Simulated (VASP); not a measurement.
# OAlClH2 in VASP: a series of runs

Aim: see how the results for OAlClH2 move with the level of theory and the settings. Levels: PBE, PBE+TS, PBE0+TS. Tasks: single point, relaxation of the atoms, atomic charges, electron localisation function.

Program: VASP 6.6.1. These are calculated values, not measurements. Logs are shortened: lines on timing, memory, paths and dates and some standing lists are left out, and cuts for length are marked.

### 1 The structure

The cell holds a molecule in a box, 5 atoms: a = 13.000 Å, b = 13.000 Å, c = 11.000 Å, α = 90.00°, β = 90.00°, γ = 90.00°.

### 2 Single point, PBE (atoms moved at random, drawn with an rms of 0.05 Å)

The input, INCAR:

```
PREC = Accurate
ENCUT = 520
EDIFF = 1E-7
ISMEAR = 0
SIGMA = 0.01
LREAL = False
LASPH = True
NELM = 100
ALGO = Fast
ISIF = 2
LWAVE = False
LCHARG = True
GGA = PE
LELF = True
LVHAR = True
LVACPOTAV = True
NBANDS = 17
```

The input, KPOINTS:

```
regular mesh
0
Gamma
  1 1 1
```

The input, POSCAR:

```
AlH2ClO
1.0
   13.0000000000      0.0000000000      0.0000000000
    0.0000000000     13.0000000000      0.0000000000
    0.0000000000      0.0000000000     11.0000000000
O Al Cl H
1 1 1 2
Direct
    0.4312460000      0.5388010000      0.4523700000
    0.5516830000      0.5269680000      0.5151120000
    0.6008960000      0.3811890000      0.5661740000
    0.3786380000      0.4827460000      0.4409120000
    0.6171190000      0.6247780000      0.5340590000
```

Potentials or basis: VASP PAW PBE potentials, release 64 (O, Al, Cl, H).

On the command line:

```bash
> cat potpaw_PBE.64/O/POTCAR potpaw_PBE.64/Al/POTCAR potpaw_PBE.64/Cl/POTCAR potpaw_PBE.64/H/POTCAR > POTCAR
> mpirun -np 1 vasp_gam > vasp.out
```

OUTCAR:

```text
PREC = Accurate
   ENCUT = 520
   EDIFF = 1E-7
   ISMEAR = 0
   LREAL = False
   LASPH = True
   NELM = 100
   ISIF = 2
   GGA = PE

 ion  position               nearest neighbor table
   1  0.431  0.539  0.452-   4 1.01   2 1.72
   2  0.552  0.527  0.515-   5 1.54   1 1.72   3 2.08
   3  0.601  0.381  0.566-   2 2.08
   4  0.379  0.483  0.441-   1 1.01
   5  0.617  0.625  0.534-   2 1.54

  LATTYP: Found a simple tetragonal cell.
 ALAT       =    13.0000000000
 C/A-ratio  =     0.8461538462

  Lattice vectors:

 A1 = (  13.0000000000,   0.0000000000,   0.0000000000)
 A2 = (   0.0000000000,  13.0000000000,   0.0000000000)
 A3 = (   0.0000000000,   0.0000000000,  11.0000000000)

Analysis of symmetry for initial positions (statically):
=====================================================================
 Subroutine PRICEL returns:
 Original cell was already a primitive cell.

 Routine SETGRP: Setting up the symmetry group for a
 simple tetragonal supercell.

 Subroutine GETGRP returns: Found  1 space group operations
 (whereof  1 operations were pure point group operations)
 out of a pool of 16 trial point group operations.

The static configuration has the point symmetry C_1 .

Analysis of symmetry for dynamics (positions and initial velocities):
=====================================================================
 Subroutine PRICEL returns:
 Original cell was already a primitive cell.

 Routine SETGRP: Setting up the symmetry group for a
 simple tetragonal supercell.

 Subroutine GETGRP returns: Found  1 space group operations
 (whereof  1 operations were pure point group operations)
 out of a pool of 16 trial point group operations.

The dynamic configuration has the point symmetry C_1 .

 Subroutine INISYM returns: Found  1 space group operations
 (whereof  1 operations are pure point group operations),
 and found     1 'primitive' translations

----------------------------------------------------------------------------------------

                                     Primitive cell

  volume of cell :    1859.0000

  direct lattice vectors                    reciprocal lattice vectors
    13.000000000  0.000000000  0.000000000     0.076923077  0.000000000  0.000000000
     0.000000000 13.000000000  0.000000000     0.000000000  0.076923077  0.000000000
     0.000000000  0.000000000 11.000000000     0.000000000  0.000000000  0.090909091

  length of vectors
    13.000000000 13.000000000 11.000000000     0.076923077  0.076923077  0.090909091

  position of ions in fractional coordinates (direct lattice)
     0.431246000  0.538801000  0.452370000
     0.551683000  0.526968000  0.515112000
     0.600896000  0.381189000  0.566174000
     0.378638000  0.482746000  0.440912000
     0.617119000  0.624778000  0.534059000

  ion indices of the primitive-cell ions
   primitive index   ion index
                 1           1
                 2           2
                 3           3
                 4           4
                 5           5

----------------------------------------------------------------------------------------

 KPOINTS: regular mesh

Automatic generation of k-mesh.
 Grid dimensions read from file:
 generate k-points for:    1    1    1

 Generating k-lattice:

  Cartesian coordinates                     Fractional coordinates (reciprocal lattice)
     0.076923077  0.000000000  0.000000000     1.000000000  0.000000000  0.000000000
     0.000000000  0.076923077  0.000000000     0.000000000  1.000000000  0.000000000
     0.000000000  0.000000000  0.090909091     0.000000000  0.000000000  1.000000000

  Length of vectors
     0.076923077  0.076923077  0.090909091

  Shift w.r.t. Gamma in fractional coordinates (k-lattice)
     0.000000000  0.000000000  0.000000000

 Subroutine IBZKPT returns following result:
 ===========================================

 Found      1 irreducible k-points:

 Following reciprocal coordinates:
            Coordinates               Weight
  0.000000  0.000000  0.000000      1.000000
   k-points           NKPTS =      1   k-points in BZ     NKDIM =      1   number of bands    NBANDS=     17
   number of dos      NEDOS =    301   number of ions     NIONS =      5
   total plane-waves  NPLWV = 806736
   dimension x,y,z NGX =    98 NGY =   98 NGZ =   84
   dimension x,y,z NGXF=   196 NGYF=  196 NGZF=  168
   ions per type =               1   1   1   2
   NGX,Y,Z   is equivalent  to a cutoff of  12.53, 12.53, 12.70 a.u.
   NGXF,Y,Z  is equivalent  to a cutoff of  25.06, 25.06, 25.39 a.u.
 SYSTEM =  unknown system
   PREC   = accura    normal or accurate (medium, high low for compatibility)
   ISTART =      0    job   : 0-new  1-cont  2-samecut
   ICHARG =      2    charge: 1-file 2-atom 10-const
   ISPIN  =      1    spin polarized calculation?
   LNONCOLLINEAR =      F non collinear calculations
   LSORBIT =      F    spin-orbit coupling
   LASPH  =      T    aspherical Exc in radial PAW
   ENCUT  =  520.0 eV  38.22 Ry    6.18 a.u.  24.17 24.17 20.45*2*pi/ulx,y,z
   NELM   =    100;   NELMIN=  2; NELMDL= -5     # of ELM steps
   EDIFF  = 0.1E-06   stopping-criterion for ELM
   LREAL  =      F    real-space projection
   EDIFFG = 0.1E-05   stopping-criterion for IOM
   NSW    =      0    number of steps for IOM
   IBRION =     -1    ionic relax: 0-MD 1-quasi-New 2-CG
   NFREE  =      0    steps in history (QN), initial steepest desc. (CG)
   ISIF   =      2    stress and relaxation
   ISYM   =      2    0-nonsym 1-usesym 2-fastsym
   POTIM  = 0.5000    time-step for ionic-motion
   TEBEG  =    0.0;   TEEND  =   0.0 temperature during run
   PSTRESS=    0.0 pullay stress
   NELECT =      18.0000    total number of electrons
   NUPDOWN=      -1.0000    fix difference up-down
   EMIN   =  10.00;   EMAX   =-10.00  energy-range for DOS
   EFERMI =   0.00;   METHOD = LEGACY
   ISMEAR =     0;   SIGMA  =   0.01  broadening in eV -4-tet -1-fermi 0-gaus
   EFERMI_NEDOS =   21; number of points for ismear=-14 and -15
   IALGO  =     68    algorithm
   IMIX   =      4    mixing-type and parameters
     AMIX     =   0.40;   BMIX     =  1.00
     AMIX_MAG =   1.60;   BMIX_MAG =  1.00
  volume/ion in A,a.u.               =     371.80      2509.03
  Fermi-wavevector in a.u.,A,eV,Ry     =   0.348931  0.659383  1.656545  0.121753
  Thomas-Fermi vector in A             =   1.259573
   LORBIT       =      0    0 simple, 1 ext, 2 COOP (PROOUT), +10 PAW based schemes
   GGA     = PE    functional components
   LHFCALC =     F    Hartree Fock is set to
   AEXX    =    0.0000 exact exchange contribution
   IVDW    =     0    specifies the selected vdW correction
   LEPSILON=     F    determine dielectric tensor
   LRPA    =     F    only Hartree local field effects (RPA)
 non-spin polarized calculation
 RMM-DIIS sequential band-by-band and
 Gauss-broadening in eV      SIGMA  =   0.01
  energy-cutoff  :      520.00
  volume of cell :     1859.00
 maximum number of plane-waves:     25047
 NGX is ok and might be reduce to    98
   NGX = 49   NGY = 49   NGZ = 41

 number of electron      18.0000004 magnetization

 Free energy of the ion-electron system (eV)
  ---------------------------------------------------
  ext. energy  EPLUGINS =         0.00000000
  ---------------------------------------------------
  free energy    TOTEN  =       -21.91677801 eV

  energy without entropy =      -21.91677801  energy(sigma->0) =      -21.91677801

 E-fermi :  -7.3579     XC(G=0):  -0.7096

 val. band max:       -7.4050955983   @ k =   0.0000   0.0000   0.0000
 cond. band min:      -1.3863372363   @ k =   0.0000   0.0000   0.0000
 fundamental gap:      6.0187583620
 Fermi energy:        -7.3579322679

 k-point     1 :       0.0000    0.0000    0.0000
  band No.  band energies     occupation
      1     -23.8860      2.00000
      2     -20.1180      2.00000
      3     -12.2124      2.00000
      4      -9.9931      2.00000
      5      -8.4446      2.00000
      6      -8.0657      2.00000
[... 9 lines left out ...]
     16       0.9268      0.00000
     17       1.0369      0.00000

------------------------ aborting loop because EDIFF is reached ----------------------------------------

  FORCE on cell =-STRESS in cart. coord.  units (eV):
  Direction    XX          YY          ZZ          XY          YZ          ZX
  --------------------------------------------------------------------------------------
  -------------------------------------------------------------------------------------
  Total       -1.4417738      0.1684160     -0.1309929     -1.0596842     -0.4095770     -0.3425828
  in kB       -1.2425913      0.1451491     -0.1128961     -0.9132878     -0.3529935     -0.2952546
  external PRESSURE =      -0.4034461 kB  Pullay stress =       0.0000000 kB

 VOLUME and BASIS-vectors are now :
 -----------------------------------------------------------------------------
  energy-cutoff  :      520.00
  volume of cell :     1859.00
      direct lattice vectors                 reciprocal lattice vectors
    13.000000000  0.000000000  0.000000000     0.076923077  0.000000000  0.000000000
     0.000000000 13.000000000  0.000000000     0.000000000  0.076923077  0.000000000
     0.000000000  0.000000000 11.000000000     0.000000000  0.000000000  0.090909091

 POSITION                                       TOTAL-FORCE (eV/Angst)
 -----------------------------------------------------------------------------------
      5.60620      7.00441      4.97607        -0.845567     -1.087387     -0.088759
      7.17188      6.85058      5.66623        -0.948544     -0.054513     -0.337233
      7.81165      4.95546      6.22791         0.227529     -0.385066      0.143164
      4.92229      6.27570      4.85003         1.348274      1.229638      0.262575
      8.02255      8.12211      5.87465         0.218308      0.297328      0.020254
 -----------------------------------------------------------------------------------
    total drift:                               -0.000364     -0.000728      0.000204

  FREE ENERGIE OF THE ION-ELECTRON SYSTEM (eV)
  ---------------------------------------------------
  free  energy   TOTEN  =       -21.9167780083 eV

  energy  without entropy=      -21.9167780083  energy(sigma->0) =      -21.91677801
```

Wall time 80 s (1 thread of AMD EPYC 9R45 (Zen 5), shared host); peak memory 1.4 GiB.

Results:

- Free energy: -21.9168 eV
- Largest force: 1.844 eV/Å
- Gap between the frontier levels: 6.02 eV

Forces in eV/Å, atoms in the order of the input:
```
O   -0.846 -1.087 -0.089
Al  -0.949 -0.055 -0.337
Cl   0.228 -0.385  0.143
H    1.348  1.230  0.263
H    0.218  0.297  0.020
```

Levels at points of the mesh, in eV from the valence-band top:
```
           k point  band 7  band 8  band 9  band 10  band 11  band 12
(0.00, 0.00, 0.00)   -0.48   -0.03    0.00     6.02     6.25     7.30
```

(Continued in part 2 of 2.)
